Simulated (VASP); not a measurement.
Input:

```
Ta
1.0
   -1.68300     1.68300     1.68300
    1.68300    -1.68300     1.68300
    1.68300     1.68300    -1.68300
Ta
1
Direct
  0.00000   0.00000   0.00000
```

These are PBE GGA with D3 dispersion (Becke-Johnson damping), VASP's PBE PAW potentials (set 64) (plane waves; VASP) values and carry that method's errors. Run with 400 eV cut-off, 14×14×14 Γ-centred mesh, first-order Methfessel-Paxton smearing of 0.10 eV, potentials Ta_pv.

**Question.** Give the stress tensor in GPa (positive for a compressed cell).

**Answer.** 
```
-13.45    0.00    0.00
  0.00  -13.45    0.00
  0.00    0.00  -13.45
```
The pressure is its mean diagonal, -13.45 GPa.

The compound is Ta in the bcc structure. The cell was not relaxed at this level. The run is one of a series of settings (IVDW = 12 against the base run), some of them coarse on purpose.
